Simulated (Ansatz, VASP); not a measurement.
## PtS2 in two plane-wave programs

Wanted: the spread between two codes on one cell, functional and k mesh. The cell is taken from a series of runs on this material, whose earlier steps may have relaxed, scaled, displaced or heated it; both programs get it as it stands.

Calculated with Ansatz 0.2.0; plane waves, with VASP 6.6.1 beside it; PBE.

**1. The structure**

The cell holds 3 atoms: 1 Pt and 2 S. Its edges and angles: a = 3.590 Å, b = 3.512 Å, c = 30.000 Å, α = 90.0°, β = 90.0°, γ = 120.7°. Vacuum lies along c.

**2. VASP: zone-centre phonons, PBE, pair 1**

Second derivatives magnify differences that forces hide, and they need a tight electronic threshold.

Lines of VASP's logs that name or quote its potential files are left out, and so is its time.

Contents of INCAR:

```
SYSTEM = PtS2
PREC = Accurate
ENCUT = 500
EDIFF = 1E-08
NELM = 120
ISMEAR = 1
SIGMA = 0.2
LREAL = .FALSE.
ALGO = Normal
GGA = PE
NBANDS = 17
LASPH = .TRUE.
LORBIT = 11
LWAVE = .FALSE.
LCHARG = .FALSE.
ISIF = 2
IBRION = 8
GGA_COMPAT = .FALSE.
NELMDL = -8
KPAR = 2
```

Contents of POSCAR:

```
PtS2
1.0
    3.5897960371      0.0000000000      0.0000000000
   -1.7948980186      3.0183054005      0.0000000000
    0.0000000000      0.0000000000     30.0000000000
Pt S
1 2
Direct
    0.3143392473      0.6286784947      0.3333333333
    0.6761637097      0.3523274194      0.3785229220
    0.6761637097      0.3523274194      0.2881437446
```

Contents of KPOINTS:

```
Automatic mesh
0
Gamma
15 15 1
0 0 0
```

The projector-augmented-wave data sets are Pt and S (PBE family, release 64).

On the command line:

```console
> mpirun -np 2 vasp_std
```

Numbers of over 12 decimals in the logs are rounded to 6 here.

Log:

```text
[banner, memory and clock lines left out]
running    2 mpi-ranks, on    1 nodes
 distrk:  each k-point on    1 cores,    2 groups
 distr:  one band on    1 cores,    1 groups

 POSCAR found type information on POSCAR PtS
 POSCAR found :  2 types and       3 ions
 LDA part: xc-table for (Slater+PW92), standard interpolation
 POSCAR, INCAR and KPOINTS ok, starting setup
 FFT: planning ... GRIDC
 FFT: planning ... GRID_SOFT
 FFT: planning ... GRID
 WAVECAR not read
 entering main loop
       N       E                     dE             d eps       ncg     rms          rms(c)
DAV:   1     0.172799154381E+03    0.17280E+03   -0.68376E+03  2176   0.883E+02
DAV:   2     0.563093567199E+01   -0.16717E+03   -0.15972E+03  3635   0.164E+02
DAV:   3    -0.143214597175E+02   -0.19952E+02   -0.19726E+02  2744   0.706E+01
DAV:   4    -0.147209962991E+02   -0.39954E+00   -0.39739E+00  2985   0.118E+01
DAV:   5    -0.147294291811E+02   -0.84329E-02   -0.84309E-02  3057   0.168E+00
DAV:   6    -0.147297459925E+02   -0.31681E-03   -0.31680E-03  3282   0.309E-01
DAV:   7    -0.147297534083E+02   -0.74158E-05   -0.74158E-05  3102   0.376E-02
DAV:   8    -0.147297537759E+02   -0.36759E-06   -0.36766E-06  3348   0.723E-03    0.175E+01
DAV:   9    -0.141557777115E+02    0.57398E+00   -0.10706E+01  3008   0.238E+01    0.135E+01
DAV:  10    -0.137991116017E+02    0.35667E+00   -0.36522E+00  2708   0.182E+01    0.518E+00
DAV:  11    -0.136733617276E+02    0.12575E+00   -0.40630E-01  2753   0.506E+00    0.761E-01
DAV:  12    -0.136672437080E+02    0.61180E-02   -0.41381E-02  2870   0.153E+00    0.235E-01
DAV:  13    -0.136674295616E+02   -0.18585E-03   -0.26545E-03  2736   0.358E-01    0.132E-01
DAV:  14    -0.136674367316E+02   -0.71700E-05   -0.35255E-04  2841   0.168E-01    0.768E-02
[...]
DAV:  24    -0.136674392910E+02   -0.60384E-06   -0.79950E-09  2400   0.298E-04    0.312E-04
DAV:  25    -0.136674399890E+02   -0.69798E-06   -0.17156E-08  2189   0.269E-04    0.129E-04
DAV:  26    -0.136674402217E+02   -0.23272E-06   -0.41262E-09  2369   0.195E-04    0.124E-04
DAV:  27    -0.136674403368E+02   -0.11516E-06   -0.76055E-10  2368   0.105E-04    0.396E-05
DAV:  28    -0.136674403997E+02   -0.62895E-07   -0.11739E-10  2279   0.550E-05    0.249E-05
DAV:  29    -0.136674404352E+02   -0.35457E-07    0.22864E-12  2266   0.385E-05    0.893E-06
DAV:  30    -0.136674404503E+02   -0.15059E-07    0.17232E-10  2261   0.239E-05    0.112E-05
DAV:  31    -0.136674404562E+02   -0.59306E-08    0.21430E-10  1951   0.174E-05
   1 F= -.13667440E+02 E0= -.13666930E+02  d E =-.153210E-02
 Linear response reoptimize wavefunctions to high precision
DAV:   1    -0.136674404581E+02   -0.19343E-08    0.23735E-10  2110   0.102E-05
DAV:   2    -0.136674404581E+02    0.30923E-10    0.24023E-10  2241   0.281E-06
 Linear response DOF=           6
 Linear response progress:
  Degree of freedom:   1/  6
       N       E                     dE             d eps       ncg     rms          rms(c)
RMM:   1    -0.257131716598E+00   -0.25713E+00   -0.28377E-01  7014   0.331E+00
RMM:   2    -0.249636793774E+00    0.74949E-02   -0.85565E-03  6009   0.540E-01    0.223E-01
RMM:   3    -0.249737406944E+00   -0.10061E-03   -0.31482E-04  5995   0.112E-01    0.141E-01
RMM:   4    -0.250514432039E+00   -0.77703E-03   -0.50527E-04  6269   0.131E-01    0.234E-02
RMM:   5    -0.250440369983E+00    0.74062E-04   -0.26592E-05  6254   0.337E-02    0.967E-03
RMM:   6    -0.250427202901E+00    0.13167E-04   -0.59926E-06  6656   0.137E-02    0.191E-03
RMM:   7    -0.250422575913E+00    0.46270E-05   -0.69787E-07  6732   0.519E-03    0.825E-04
RMM:   8    -0.250417424174E+00    0.51517E-05    0.80623E-08  6910   0.132E-03    0.436E-04
RMM:   9    -0.250414953352E+00    0.24708E-05    0.85750E-08  6891   0.575E-04    0.130E-04
RMM:  10    -0.250413976506E+00    0.97685E-06    0.25820E-07  6870   0.202E-04    0.467E-05
RMM:  11    -0.250414001623E+00   -0.25117E-07    0.18271E-09  7087   0.105E-04    0.171E-05
RMM:  12    -0.250414171598E+00   -0.16998E-06    0.23710E-07  6947   0.456E-05    0.446E-06
RMM:  13    -0.250414199916E+00   -0.28317E-07   -0.36481E-08  7129   0.236E-05    0.358E-06
RMM:  14    -0.250414233505E+00   -0.33590E-07   -0.21700E-08  6954   0.198E-05    0.829E-07
RMM:  15    -0.250414241114E+00   -0.76090E-08   -0.11759E-08  6771   0.164E-05    0.629E-07
 first order change of Fermi-energy   0.41675E-02
 force on displaced ion       1 direction 1 :  -3.953  -0.035   0.000
 Linear response progress:
  Degree of freedom:   2/  6
       N       E                     dE             d eps       ncg     rms          rms(c)
RMM:   1    -0.255409459492E+00   -0.25541E+00   -0.27972E-01  3882   0.329E+00
RMM:   2    -0.249617914612E+00    0.57915E-02   -0.76282E-03  3410   0.511E-01    0.221E-01
RMM:   3    -0.249432408929E+00    0.18551E-03   -0.76548E-04  3377   0.158E-01    0.128E-01
RMM:   4    -0.249641232332E+00   -0.20882E-03   -0.63169E-04  3754   0.139E-01    0.677E-02
RMM:   5    -0.249843633275E+00   -0.20240E-03   -0.15111E-04  3669   0.693E-02    0.204E-02
RMM:   6    -0.249819366105E+00    0.24267E-04   -0.27376E-05  3658   0.300E-02    0.448E-03
RMM:   7    -0.249808371704E+00    0.10994E-04   -0.91828E-07  3868   0.667E-03    0.138E-03
RMM:   8    -0.249792938218E+00    0.15433E-04   -0.26720E-07  3809   0.274E-03    0.598E-04
[...]
first order change of Fermi-energy   0.11243E+01
 force on displaced ion       1 direction 2 :   0.000  -3.153   0.000
 Linear response progress:
  Degree of freedom:   3/  6
       N       E                     dE             d eps       ncg     rms          rms(c)
RMM:   1    -0.294974838596E+00   -0.29497E+00   -0.26345E-01  4020   0.326E+00
RMM:   2    -0.288865232186E+00    0.61096E-02   -0.86212E-03  3466   0.601E-01    0.337E-01
RMM:   3    -0.291893769005E+00   -0.30285E-02   -0.71276E-03  3994   0.341E-01    0.371E-01
RMM:   4    -0.287689015318E+00    0.42048E-02   -0.32031E-03  3934   0.233E-01    0.142E-01
RMM:   5    -0.288151047070E+00   -0.46203E-03   -0.16642E-04  3739   0.898E-02    0.186E-02
RMM:   6    -0.288230567931E+00   -0.79521E-04   -0.68325E-06  3815   0.178E-02    0.807E-03
RMM:   7    -0.288227135904E+00    0.34320E-05   -0.73427E-06  3822   0.962E-03    0.288E-03
RMM:   8    -0.288222141664E+00    0.49942E-05   -0.24152E-07  3915   0.261E-03    0.133E-03
RMM:   9    -0.288216951053E+00    0.51906E-05   -0.36439E-07  3919   0.162E-03    0.291E-04
RMM:  10    -0.288217559539E+00   -0.60849E-06   -0.42347E-08  3939   0.542E-04    0.205E-04
RMM:  11    -0.288218053661E+00   -0.49412E-06    0.13050E-07  3864   0.698E-04    0.114E-04
RMM:  12    -0.288218062422E+00   -0.87609E-08    0.40841E-07  4012   0.249E-04    0.793E-05
RMM:  13    -0.288217847546E+00    0.21488E-06   -0.42841E-07  4021   0.263E-04    0.325E-05
RMM:  14    -0.288217849575E+00   -0.20283E-08    0.87665E-08  4061   0.126E-04    0.193E-05
 first order change of Fermi-energy   0.21221E-04
 force on displaced ion       1 direction 3 :   0.000  -0.003  -2.222
 Linear response progress:
  Degree of freedom:   4/  6
       N       E                     dE             d eps       ncg     rms          rms(c)
RMM:   1    -0.991583642091E-01   -0.99158E-01    0.17072E-02  9421   0.204E+00
RMM:   2    -0.973609269944E-01    0.17974E-02   -0.30118E-03  6323   0.333E-01    0.149E-01
RMM:   3    -0.974892518327E-01   -0.12832E-03   -0.14180E-04  6267   0.747E-02    0.816E-02
RMM:   4    -0.977463156042E-01   -0.25706E-03   -0.73915E-05  6830   0.456E-02    0.229E-02
RMM:   5    -0.977439393220E-01    0.23763E-05   -0.11971E-05  6866   0.174E-02    0.118E-02
RMM:   6    -0.977314560080E-01    0.12483E-04   -0.29794E-06  6766   0.860E-03    0.309E-03
RMM:   7    -0.977225462466E-01    0.89098E-05   -0.12243E-07  6939   0.272E-03    0.114E-03
RMM:   8    -0.977275106879E-01   -0.49644E-05   -0.66313E-08  6907   0.121E-03    0.310E-04
RMM:   9    -0.977277026503E-01   -0.19196E-06    0.11299E-07  7023   0.340E-04    0.142E-04
RMM:  10    -0.977275081748E-01    0.19448E-06   -0.58576E-08  6969   0.136E-04    0.734E-05
RMM:  11    -0.977273439724E-01    0.16420E-06   -0.18042E-08  6965   0.106E-04    0.120E-05
RMM:  12    -0.977274372820E-01   -0.93310E-07   -0.35953E-08  7243   0.372E-05    0.688E-06
RMM:  13    -0.977274740050E-01   -0.36723E-07    0.19368E-08  7072   0.285E-05    0.210E-06
RMM:  14    -0.977274776147E-01   -0.36098E-08    0.13401E-08  7280   0.220E-05    0.131E-06
 first order change of Fermi-energy  -0.20062E-02
 force on displaced ion       2 direction 1 :  -2.642   0.029   0.047
 Linear response progress:
  Degree of freedom:   5/  6
       N       E                     dE             d eps       ncg     rms          rms(c)
RMM:   1    -0.981875119160E-01   -0.98188E-01    0.50558E-04  5225   0.199E+00
RMM:   2    -0.962329317415E-01    0.19546E-02   -0.28217E-03  3571   0.318E-01    0.124E-01
RMM:   3    -0.963632872721E-01   -0.13036E-03   -0.32998E-04  3878   0.944E-02    0.886E-02
RMM:   4    -0.963283847258E-01    0.34903E-04   -0.30208E-04  3882   0.698E-02    0.692E-02
RMM:   5    -0.963387648016E-01   -0.10380E-04   -0.53162E-05  3826   0.373E-02    0.158E-02
RMM:   6    -0.963604836798E-01   -0.21719E-04   -0.52483E-06  3872   0.157E-02    0.574E-03
RMM:   7    -0.963636681143E-01   -0.31844E-05   -0.62885E-07  3851   0.462E-03    0.191E-03
RMM:   8    -0.963622094297E-01    0.14587E-05   -0.13384E-08  3886   0.144E-03    0.683E-04
RMM:   9    -0.963628486081E-01   -0.63918E-06    0.56475E-08  3908   0.552E-04    0.152E-04
RMM:  10    -0.963630361132E-01   -0.18751E-06   -0.17567E-08  3986   0.182E-04    0.832E-05
RMM:  11    -0.963629219198E-01    0.11419E-06    0.19190E-08  3961   0.186E-04    0.379E-05
RMM:  12    -0.963629152701E-01    0.66497E-08    0.13957E-07  4052   0.104E-04    0.270E-05
RMM:  13    -0.963629362264E-01   -0.20956E-07    0.17802E-08  4115   0.160E-04    0.139E-05
RMM:  14    -0.963629308573E-01    0.53692E-08    0.19080E-07  4162   0.590E-05    0.716E-06
RMM:  15    -0.963629216070E-01    0.92503E-08    0.40297E-08  4121   0.478E-05    0.445E-06
 first order change of Fermi-energy  -0.56330E+00
 force on displaced ion       2 direction 2 :   0.000  -1.163   1.538
 Linear response progress:
  Degree of freedom:   6/  6
       N       E                     dE             d eps       ncg     rms          rms(c)
RMM:   1    -0.143335591819E+00   -0.14334E+00    0.84808E-05  5014   0.196E+00
RMM:   2    -0.141641284681E+00    0.16943E-02   -0.26511E-03  3620   0.324E-01    0.318E-01
RMM:   3    -0.142090389887E+00   -0.44911E-03   -0.15902E-03  3921   0.175E-01    0.231E-01
RMM:   4    -0.141598871065E+00    0.49152E-03   -0.18782E-03  4000   0.176E-01    0.186E-01
RMM:   5    -0.141081382525E+00    0.51749E-03   -0.23176E-04  3852   0.717E-02    0.242E-02
RMM:   6    -0.141087501124E+00   -0.61186E-05   -0.21098E-05  3882   0.232E-02    0.104E-02
RMM:   7    -0.141085608608E+00    0.18925E-05   -0.11209E-06  3813   0.115E-02    0.437E-03
RMM:   8    -0.141082243443E+00    0.33652E-05   -0.29283E-07  3837   0.306E-03    0.112E-03
RMM:   9    -0.141078841719E+00    0.34017E-05   -0.20996E-07  3920   0.970E-04    0.389E-04
RMM:  10    -0.141077896511E+00    0.94521E-06   -0.95342E-08  3934   0.485E-04    0.166E-04
RMM:  11    -0.141077610604E+00    0.28591E-06    0.80556E-08  3936   0.245E-04    0.755E-05
RMM:  12    -0.141076975700E+00    0.63490E-06    0.12207E-07  3981   0.319E-04    0.479E-05
RMM:  13    -0.141076607629E+00    0.36807E-06    0.64544E-07  4078   0.186E-04    0.226E-05
RMM:  14    -0.141076591794E+00    0.15835E-07    0.72142E-08  4030   0.820E-05    0.112E-05
RMM:  15    -0.141076588632E+00    0.31615E-08    0.60303E-08  4046   0.706E-05    0.560E-06
 first order change of Fermi-energy  -0.10080E+01
 force on displaced ion       2 direction 3 :  -0.000   1.492  -5.819
 Linear response finished
```

From OUTCAR (step 2):

```text
ion  position               nearest neighbor table
   1  0.314  0.629  0.333-   3 2.40   2 2.40   3 2.40   2 2.40   3 2.57   2 2.57
   2  0.676  0.352  0.379-   1 2.40   1 2.40   1 2.57   3 2.71
   3  0.676  0.352  0.288-   1 2.40   1 2.40   1 2.57   2 2.71

  LATTYP: Found a base centered orthorhombic cell.
 ALAT       =     3.5897960371
 B/A-ratio  =     1.6816027258
 C/A-ratio  =     8.3570207583

 Subroutine GETGRP returns: Found  4 space group operations
 (whereof  2 operations were pure point group operations)

The static configuration has the point symmetry C_1h.
 The point group associated with its full space group is C_2v.

 Found     64 irreducible k-points:

   k-points           NKPTS =     64   k-points in BZ     NKDIM =     64   number of bands    NBANDS=     17

   dimension x,y,z NGX =    28 NGY =   28 NGZ =  224
   dimension x,y,z NGXF=    56 NGYF=   56 NGZF=  448

   ENCUT  =  500.0 eV  36.75 Ry    6.06 a.u.   6.55  6.40 54.70*2*pi/ulx,y,z

   NELECT =      22.0000    total number of electrons

 k-points in reciprocal lattice and weights: Automatic mesh
   0.00000000  0.00000000  0.00000000       0.004
   0.06666667  0.00000000  0.00000000       0.018
   0.13333333  0.00000000  0.00000000       0.018
   0.20000000 -0.00000000  0.00000000       0.018
   0.26666667  0.00000000  0.00000000       0.018
   0.33333333  0.00000000  0.00000000       0.018
   0.40000000  0.00000000  0.00000000       0.018
   0.46666667 -0.00000000  0.00000000       0.018
   0.00000000  0.06666667  0.00000000       0.009
[...]
0.00000000  0.46666667  0.00000000       0.009
   0.06666667  0.46666667  0.00000000       0.009

 average (electrostatic) potential at core
       1 -77.8659       2 -95.6667       3 -95.6667

  Total       -0.5546367     -0.3329064     -0.1513666      0.0000000      0.0000000      0.0000000
  in kB       -2.7337891     -1.6408864     -0.7460819      0.0000000      0.0000000      0.0000000
  external PRESSURE =      -1.7069191 kB  Pullay stress =       0.0000000 kB

  energy-cutoff  :      500.00
  volume of cell :      325.05
      direct lattice vectors                 reciprocal lattice vectors
     3.589796037  0.000000000  0.000000000     0.278567359  0.165655868  0.000000000
    -1.794898019  3.018305401  0.000000000     0.000000000  0.331311735  0.000000000
     0.000000000  0.000000000 30.000000000     0.000000000  0.000000000  0.033333333

 POSITION                                       TOTAL-FORCE (eV/Angst)
 -----------------------------------------------------------------------------------
     -0.00000      1.89754     10.00000         0.000000     -0.013568      0.000000
      1.79490      1.06343     11.35569        -0.000000      0.006784     -0.045722
      1.79490      1.06343      8.64431        -0.000000      0.006784      0.045722
 -----------------------------------------------------------------------------------
    total drift:                               -0.000000     -0.000055      0.000024

 Eigenvectors and eigenvalues of the dynamical matrix
 ----------------------------------------------------

   1 f  =    9.003070 THz    56.567958 2PiTHz  300.310096 cm-1    37.233690 meV
             X         Y         Z           dx          dy          dz
     -0.000000  1.897544 10.000000     0.000000   -0.054790   -0.000000
      1.794898  1.063432 11.355688    -0.000000    0.067655   -0.702796
      1.794898  1.063432  8.644312    -0.000000    0.067655    0.702796

   2 f  =    5.299300 THz    33.296484 2PiTHz  176.765619 cm-1    21.916134 meV
             X         Y         Z           dx          dy          dz
     -0.000000  1.897544 10.000000    -0.000000   -0.000000   -0.375548
      1.794898  1.063432 11.355688     0.000000   -0.463743    0.463059
      1.794898  1.063432  8.644312    -0.000000    0.463743    0.463059

   3 f  =    5.025910 THz    31.578721 2PiTHz  167.646298 cm-1    20.785483 meV
             X         Y         Z           dx          dy          dz
     -0.000000  1.897544 10.000000     0.000000   -0.000000   -0.000000
      1.794898  1.063432 11.355688    -0.707107   -0.000000    0.000000
      1.794898  1.063432  8.644312     0.707107    0.000000    0.000000

   4 f  =    4.468037 THz    28.073504 2PiTHz  149.037669 cm-1    18.478308 meV
             X         Y         Z           dx          dy          dz
     -0.000000  1.897544 10.000000    -0.498068    0.000000   -0.000000
      1.794898  1.063432 11.355688     0.613159   -0.000000   -0.000000
      1.794898  1.063432  8.644312     0.613159   -0.000000    0.000000

   5 f  =    3.887363 THz    24.425019 2PiTHz  129.668457 cm-1    16.076832 meV
             X         Y         Z           dx          dy          dz
     -0.000000  1.897544 10.000000    -0.000000   -0.495314    0.000000
      1.794898  1.063432 11.355688     0.000000    0.609306    0.077962
      1.794898  1.063432  8.644312     0.000000    0.609306   -0.077962

   6 f  =    0.001144 THz     0.007191 2PiTHz    0.038174 cm-1     0.004733 meV
             X         Y         Z           dx          dy          dz
     -0.000000  1.897544 10.000000     0.000000    0.000000    0.867612
      1.794898  1.063432 11.355688     0.000000   -0.000220    0.351603
      1.794898  1.063432  8.644312     0.000000    0.000220    0.351603

   7 f/i=    0.003418 THz     0.021478 2PiTHz    0.114025 cm-1     0.014137 meV
             X         Y         Z           dx          dy          dz
     -0.000000  1.897544 10.000000     0.867138    0.000000   -0.000000
      1.794898  1.063432 11.355688     0.352187    0.000000   -0.000000
      1.794898  1.063432  8.644312     0.352187    0.000000   -0.000000

   8 f/i=    0.004254 THz     0.026732 2PiTHz    0.141915 cm-1     0.017595 meV
             X         Y         Z           dx          dy          dz
     -0.000000  1.897544 10.000000    -0.000000    0.866985   -0.000000
      1.794898  1.063432 11.355688    -0.000000    0.352376    0.000126
      1.794898  1.063432  8.644312    -0.000000    0.352376   -0.000126

   9 f/i=    3.329144 THz    20.917626 2PiTHz  111.048277 cm-1    13.768225 meV
             X         Y         Z           dx          dy          dz
     -0.000000  1.897544 10.000000     0.000000    0.000000    0.325904
      1.794898  1.063432 11.355688     0.000000   -0.533800   -0.402432
      1.794898  1.063432  8.644312    -0.000000    0.533800   -0.402432

 ELASTIC MODULI CONTR FROM IONIC RELAXATION (kBar)
 Direction    XX          YY          ZZ          XY          YZ          ZX
 --------------------------------------------------------------------------------
 XX        -211.1204   -130.0045   -191.6330      0.0000      0.0000     -0.0000
 YY        -130.0045    -90.3656   -131.7492      0.0000     -0.0000      0.0000
 ZZ        -191.6330   -131.7492   -192.2663      0.0000      0.0000      0.0000
 XY           0.0000      0.0000      0.0000    -85.1255      0.0000      0.0000
 YZ           0.0000     -0.0000     -0.0000      0.0000    -36.1910      0.0000
 ZX          -0.0000      0.0000      0.0000      0.0000      0.0000    -53.7323
 --------------------------------------------------------------------------------
```

(Part 1 of 2 ends here.)

[Lines on the potential files, build, host, timing and source positions are cut from VASP's logs without a mark.]

[Logs are printed without paths, hosts, clocks, repeated set-up lines and the standing remarks that a program may print on its own settings, such as how far it seeks lower states.]

[Hosts, paths, dates, database ids (printed as entryN), source tags and the programs' standing remarks are cut or masked in the printed files.]
